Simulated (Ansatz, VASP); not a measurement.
# In2Si2O7 (In2Si2O7 (C2/m)) in two plane-wave programs, part 2 of 2

Wanted: the spread between two codes on one cell, functional and k mesh. The cell is taken from a series of runs on this material, whose earlier steps may have relaxed, scaled, displaced or heated it; both programs get it as it stands.

VASP 6.6.1 and Ansatz 0.2.0.

So far: Set-up; Ansatz: relaxation of cell and atoms, PBEsol.

## Step 3: VASP: relaxation of cell and atoms, PBEsol

Level of this step: PBEsol; plane waves and PAW (In_d, Si, O) (VASP).

The same cell, functional and mesh now go to VASP, with its own data sets.

Lines of VASP's logs that name or quote its potential files are left out, and so is its time.

INCAR reads:

```
SYSTEM = In2Si2O7
PREC = Accurate
ENCUT = 600
EDIFF = 1E-07
NELM = 120
ISMEAR = 0
SIGMA = 0.01
LREAL = .FALSE.
ALGO = Normal
GGA = PS
NBANDS = 49
LORBIT = 11
LWAVE = .FALSE.
LCHARG = .FALSE.
ISIF = 3
IBRION = 2
NSW = 80
EDIFFG = -0.005
LASPH = .TRUE.
GGA_COMPAT = .FALSE.
NELMIN = 4
EFERMI = MIDGAP
KPAR = 2
```

POSCAR reads:

```
In2Si2O7
1.0
    3.3269190000     -4.3200000000      0.0000000000
    3.3269190000      4.3200000000      0.0000000000
   -1.0479060000      0.0000000000      4.5995430000
In Si O
2 2 7
Direct
    0.3077732639      0.6922267361      0.0000000000
    0.6922267361      0.3077732639      0.0000000000
    0.2199697459      0.2199697459      0.4103775092
    0.7800302541      0.7800302541      0.5896224908
    0.9211290466      0.6097878429      0.7813243620
    0.3902121571      0.0788709534      0.2186756380
    0.0788709534      0.3902121571      0.2186756380
    0.6097878429      0.9211290466      0.7813243620
    0.9999999829      0.9999999829      0.4999998913
    0.6102543856      0.6102543856      0.2830824715
    0.3897456144      0.3897456144      0.7169175285
```

KPOINTS reads:

```
Automatic mesh
0
Gamma
6 6 6
0 0 0
```

Potentials, in the order of the species: In_d, Si and O (PBE family, release 64).

On the command line:

```
$ mpirun -np 2 vasp_std
```

Numbers of over 12 decimals in the logs are rounded to 6 here.

The log of the run:

```text
[banner, memory and clock lines left out]
running    2 mpi-ranks, on    1 nodes
 distrk:  each k-point on    1 cores,    2 groups
 distr:  one band on    1 cores,    1 groups

 POSCAR found type information on POSCAR InSiO
 POSCAR found :  3 types and      11 ions
|                                                                             |
|               ----> ADVICE to this user running VASP <----                  |
|                                                                             |
|     You enforced a specific xc type in the INCAR file but a different       |
|     [... a line on the potential file left out ...]
|     I HOPE YOU KNOW WHAT YOU ARE DOING!                                     |
|                                                                             |

 LDA part: xc-table for (Slater+PW92), standard interpolation
 POSCAR, INCAR and KPOINTS ok, starting setup
 FFT: planning ... GRIDC
 FFT: planning ... GRID_SOFT
 FFT: planning ... GRID
 WAVECAR not read
 entering main loop
       N       E                     dE             d eps       ncg     rms          rms(c)
DAV:   1     0.103667788531E+04    0.10367E+04   -0.39395E+04  6800   0.208E+03
DAV:   2     0.889001721889E+02   -0.94778E+03   -0.88915E+03  7376   0.564E+02
DAV:   3    -0.790209366751E+02   -0.16792E+03   -0.16334E+03  7453   0.227E+02
DAV:   4    -0.896729939030E+02   -0.10652E+02   -0.10557E+02  8862   0.611E+01
DAV:   5    -0.900029382308E+02   -0.32994E+00   -0.32918E+00  8360   0.108E+01    0.253E+01
DAV:   6    -0.792333849324E+02    0.10770E+02   -0.36744E+01 11112   0.650E+01    0.160E+01
DAV:   7    -0.793575456371E+02   -0.12416E+00   -0.38512E+00  8160   0.967E+00    0.531E+00
DAV:   8    -0.792881938989E+02    0.69352E-01   -0.23822E-01  9063   0.318E+00    0.288E+00
DAV:   9    -0.792718359562E+02    0.16358E-01   -0.61251E-02 10368   0.253E+00    0.444E-01
DAV:  10    -0.792722087761E+02   -0.37282E-03   -0.10972E-02  9789   0.865E-01    0.427E-01
DAV:  11    -0.792729103545E+02   -0.70158E-03   -0.27206E-03  8456   0.294E-01    0.193E-01
DAV:  12    -0.792729645873E+02   -0.54233E-04   -0.28570E-04 10323   0.139E-01    0.108E-01
DAV:  13    -0.792730244598E+02   -0.59873E-04   -0.10060E-04  7864   0.493E-02    0.168E-02
DAV:  14    -0.792730249964E+02   -0.53658E-06   -0.18174E-05 10094   0.312E-02    0.912E-03
DAV:  15    -0.792730257560E+02   -0.75964E-06   -0.35484E-06  7872   0.101E-02    0.567E-03
DAV:  16    -0.792730260932E+02   -0.33723E-06   -0.11115E-06  8448   0.659E-03    0.276E-03
DAV:  17    -0.792730261016E+02   -0.83264E-08   -0.16002E-07  6552   0.278E-03
   1 F= -.79273026E+02 E0= -.79273026E+02  d E =-.792730E+02
[... from here on, the cycles between the ionic steps are left out ...]
   2 F= -.79256525E+02 E0= -.79256525E+02  d E =0.165008E-01
  11 F= -.79289337E+02 E0= -.79289337E+02  d E =-.207376E-03
  12 F= -.79289430E+02 E0= -.79289430E+02  d E =-.928549E-04
  13 F= -.79289449E+02 E0= -.79289449E+02  d E =-.112465E-03
  14 F= -.79289449E+02 E0= -.79289449E+02  d E =-.112241E-03
  15 F= -.79289456E+02 E0= -.79289456E+02  d E =-.119048E-03
  16 F= -.79289477E+02 E0= -.79289477E+02  d E =-.213831E-04
  17 F= -.79289478E+02 E0= -.79289478E+02  d E =-.217650E-04
  18 F= -.79289485E+02 E0= -.79289485E+02  d E =-.705359E-05
  19 F= -.79289485E+02 E0= -.79289485E+02  d E =-.728045E-05
  20 F= -.79289492E+02 E0= -.79289492E+02  d E =-.674938E-05
  21 F= -.79289492E+02 E0= -.79289492E+02  d E =-.706839E-05
 curvature:  -1.21 expect dE=-0.228E-04 dE for cont linesearch -0.733E-08
 trial: gam= 1.32466 g(F)=  0.107E-04 g(S)=  0.818E-05 ort = 0.443E-06 (trialstep = 0.361E+00)
 search vector abs. value=  0.767E-04
 bond charge predicted
       N       E                     dE             d eps       ncg     rms          rms(c)
DAV:   1    -0.792894966288E+02   -0.46378E-05   -0.21426E-03  6682   0.236E-01    0.168E-02
DAV:   2    -0.792894982306E+02   -0.16018E-05   -0.52440E-05  8775   0.492E-02    0.861E-03
DAV:   3    -0.792894967323E+02    0.14983E-05   -0.21154E-06 10708   0.127E-02    0.351E-03
DAV:   4    -0.792894964693E+02    0.26299E-06   -0.64975E-07  9026   0.615E-03    0.108E-03
DAV:   5    -0.792894964371E+02    0.32140E-07   -0.71056E-08  4562   0.210E-03
  22 F= -.79289496E+02 E0= -.79289496E+02  d E =-.444068E-05
 trial-energy change:   -0.000004  1 .order   -0.000005   -0.000007   -0.000003
 step:   0.5676(harm=  0.5676)  dis= 0.00029  next Energy=   -79.289498 (dE=-0.552E-05)
 reached required accuracy - stopping structural energy minimisation
```

OUTCAR, selected parts (step 3):

```text
ion  position               nearest neighbor table
   1  0.308  0.692  0.000-   5 2.12   6 2.12  10 2.16  11 2.16   7 2.26   8 2.26   2 3.32   3 3.40
                             4 3.40   4 3.42   3 3.42   3 3.42   4 3.42   2 3.47   2 3.47
   2  0.692  0.308  0.000-   7 2.12   8 2.12  10 2.16  11 2.16   5 2.26   6 2.26   1 3.32   3 3.40
                             4 3.40   4 3.42   3 3.42   3 3.42   4 3.42   1 3.47   1 3.47
   3  0.220  0.220  0.410-   9 1.61  11 1.63   6 1.64   7 1.64   1 3.40   2 3.40   1 3.42   2 3.42
                             1 3.42   2 3.42
   4  0.780  0.780  0.590-   9 1.61  10 1.63   5 1.64   8 1.64   1 3.40   2 3.40   1 3.42   2 3.42
                             1 3.42   2 3.42
   5  0.921  0.610  0.781-   4 1.64   1 2.12   2 2.26
   6  0.390  0.079  0.219-   3 1.64   1 2.12   2 2.26
   7  0.079  0.390  0.219-   3 1.64   2 2.12   1 2.26
   8  0.610  0.921  0.781-   4 1.64   2 2.12   1 2.26
   9  1.000  1.000  0.500-   3 1.61   4 1.61
  10  0.610  0.610  0.283-   4 1.63   2 2.16   1 2.16
  11  0.390  0.390  0.717-   3 1.63   2 2.16   1 2.16

  LATTYP: Found a base centered monoclinic cell.
 ALAT       =     6.6538380000
 B/A-ratio  =     1.2984987011
 C/A-ratio  =     0.7089749169
 COS(beta)  =    -0.2221361465

 Subroutine GETGRP returns: Found  4 space group operations
 (whereof  4 operations were pure point group operations)

The static configuration has the point symmetry C_2h.

 Found     68 irreducible k-points:

   k-points           NKPTS =     68   k-points in BZ     NKDIM =     68   number of bands    NBANDS=     49

   dimension x,y,z NGX =    48 NGY =   48 NGZ =   40
   dimension x,y,z NGXF=    96 NGYF=   96 NGZF=   80

   ENCUT  =  600.0 eV  44.10 Ry    6.64 a.u.  10.89 10.89  9.42*2*pi/ulx,y,z

   NELECT =      76.0000    total number of electrons

 k-points in reciprocal lattice and weights: Automatic mesh
   0.00000000  0.00000000  0.00000000       0.005
   0.16666667 -0.00000000  0.00000000       0.019
   0.33333333 -0.00000000  0.00000000       0.019
   0.50000000 -0.00000000  0.00000000       0.009
   0.16666667  0.16666667  0.00000000       0.009
   0.33333333  0.16666667  0.00000000       0.019
   0.50000000  0.16666667  0.00000000       0.019
  -0.33333333  0.16666667  0.00000000       0.019
  -0.16666667  0.16666667  0.00000000       0.009
[...]
-0.33333333  0.33333333  0.50000000       0.009
   0.50000000  0.50000000  0.50000000       0.005

 average (electrostatic) potential at core
       1 -94.6904       2 -94.6904       3 -83.4915       4 -83.4915       5 -69.5688
       6 -69.5688       7 -69.5688       8 -69.5688       9 -69.8387      10 -69.5087
      11 -69.5087

 E-fermi :   5.2506

 k-point     1 :       0.0000    0.0000    0.0000
  band No.  band energies     occupation
    ...
     34       2.8102      2.00000
     35       3.0206      2.00000
     36       3.2785      2.00000
     37       3.3769      2.00000
     38       3.8224      2.00000
     39       6.6787      0.00000
     40      10.1201      0.00000
     41      11.5550      0.00000
     42      12.0925      0.00000
     43      12.2252      0.00000
    ...

 k-point     2 :       0.1667   -0.0000    0.0000
  band No.  band energies     occupation
    ...
     34       2.9839      2.00000
     35       3.0509      2.00000
     36       3.2518      2.00000
     37       3.3427      2.00000
     38       3.7559      2.00000
     39       7.0900      0.00000
     40      10.0159      0.00000
     41      11.5799      0.00000
     42      12.0696      0.00000
     43      12.3191      0.00000
    ...

 k-point     3 :       0.3333   -0.0000    0.0000
  band No.  band energies     occupation
    ...
     34       2.9619      2.00000
     35       3.1449      2.00000
     36       3.2304      2.00000
     37       3.3953      2.00000
     38       3.6859      2.00000
     39       7.9844      0.00000
     40       9.6664      0.00000
     41      11.4892      0.00000
     42      12.0768      0.00000
     43      12.6118      0.00000
    ...

  Total        0.0067347      0.0007358      0.0069417      0.0000000      0.0000000      0.0116356
  in kB        0.0814642      0.0089002      0.0839676      0.0000000      0.0000000      0.1407463
  external PRESSURE =       0.0581106 kB  Pullay stress =       0.0000000 kB

  energy-cutoff  :      600.00
  volume of cell :      132.45
      direct lattice vectors                 reciprocal lattice vectors
     3.315716785 -4.327338362  0.003880068     0.150757233 -0.115544466  0.033945782
     3.315716785  4.327338362  0.003880068     0.150757233  0.115544466  0.033945782
    -1.039031498  0.000000000  4.614461820    -0.000253528  0.000000000  0.216652909

 POSITION                                       TOTAL-FORCE (eV/Angst)
 -----------------------------------------------------------------------------------
      3.31572      1.66516      0.00388        -0.000000      0.000531      0.000000
      3.31572     -1.66516      0.00388        -0.000000     -0.000531      0.000000
      1.04590      0.00000      1.89280         0.000335      0.000000     -0.000668
      4.54650      0.00000      2.72942        -0.000335      0.000000      0.000668
      4.25607     -1.35805      3.61191        -0.000664      0.001093     -0.000801
      1.33634     -1.35805      1.01031         0.000664      0.001093      0.000801
      1.33634      1.35805      1.01031         0.000664     -0.001093      0.000801
      4.25607      1.35805      3.61191        -0.000664     -0.001093     -0.000801
      6.11192      0.00000      2.31499        -0.000000      0.000000      0.000000
      3.73508      0.00000      1.30857         0.000356      0.000000     -0.004977
      1.85732      0.00000      3.31365        -0.000356      0.000000      0.004977
 -----------------------------------------------------------------------------------
    total drift:                                0.000028      0.000000      0.000642

  FREE ENERGIE OF THE ION-ELECTRON SYSTEM (eV)
  ---------------------------------------------------
  free  energy   TOTEN  =       -79.2894964371 eV

  energy  without entropy=      -79.2894964371  energy(sigma->0) =      -79.28949644

 reached required accuracy - stopping structural energy minimisation

 total charge
# of ion       s       p       d       tot
------------------------------------------
    1        0.603   0.631  10.070  11.304
    2        0.603   0.631  10.070  11.304
    3        0.656   0.988   0.000   1.644
    4        0.656   0.988   0.000   1.644
    5        1.546   3.549   0.000   5.095
    6        1.546   3.549   0.000   5.095
    7        1.546   3.549   0.000   5.095
    8        1.546   3.549   0.000   5.095
    9        1.539   3.697   0.000   5.235
   10        1.547   3.575   0.000   5.122
   11        1.547   3.575   0.000   5.122
--------------------------------------------------
tot         13.334  28.281  20.140  61.755

[... 3 further parts left out ...]
```

CONTCAR:

```
In2Si2O7
   1.00000000000000
     3.3157167847556686   -4.3273383616150483    0.0038800679499348
     3.3157167847556686    4.3273383616150483    0.0038800679499348
    -1.0390314984043785    0.0000000000000000    4.6144618195912512
  In              Si              O
     2     2     7
Direct
     0.3076000508765686    0.6923999491234314    0.0000000000000000
     0.6923999491234314    0.3076000508765686    0.0000000000000000
     0.2219292304817708    0.2219292304817708    0.4098151400958825
     0.7780707695182291    0.7780707695182291    0.5901848599041172
     0.9211566713394950    0.6073266157852875    0.7814513714532577
     0.3926733842147124    0.0788433286605051    0.2185486285467423
     0.0788433286605051    0.3926733842147124    0.2185486285467423
     0.6073266157852875    0.9211566713394950    0.7814513714532577
     0.9999999829000004    0.9999999829000004    0.4999998912999999
     0.6075110616727409    0.6075110616727409    0.2825583893994952
     0.3924889383272590    0.3924889383272590    0.7174416106005049
```

## Step 4: Side by side

Known differences besides the potentials themselves: fixed occupations in Ansatz, narrow Gaussian smearing in VASP; the cutoff is 420 eV in Ansatz and 600 eV in VASP; Ansatz makes its cores anew for this functional, VASP keeps those of its PBE data sets; Ansatz adds a Pulay correction to the stress that steers its cell, VASP none. Total energies have different zeros and are not compared.

The two programs side by side:

```tsv
quantity	Ansatz	VASP	difference
volume (Å³)	132.22	132.45	-0.17 %
edge a after relaxation, in the typed setting (Å)	5.450	5.452	-0.03 %
edge c after relaxation, in the typed setting (Å)	4.724	4.730	-0.12 %
```

## Step 5: Results

- difference in volume (relaxation of cell and atoms, PBEsol): -0.17 %

**Reading.** The difference in volume is -0.17 % (relaxation of cell and atoms, PBEsol), within the 1.2 % picked in this series as the mark of a large difference, as far as the stopping tolerances let one tell. Such differences can come from data sets, numerical settings and the points named under the comparisons, not from the functional's error against experiment.

[Lines on the potential files, build, host, timing and source positions are cut from VASP's logs without a mark.]

[Logs are printed without paths, hosts, clocks, repeated set-up lines and the standing remarks that a program may print on its own settings, such as how far it seeks lower states.]

[Hosts, paths, dates, database ids (printed as entryN), source tags and the programs' standing remarks are cut or masked in the printed files.]
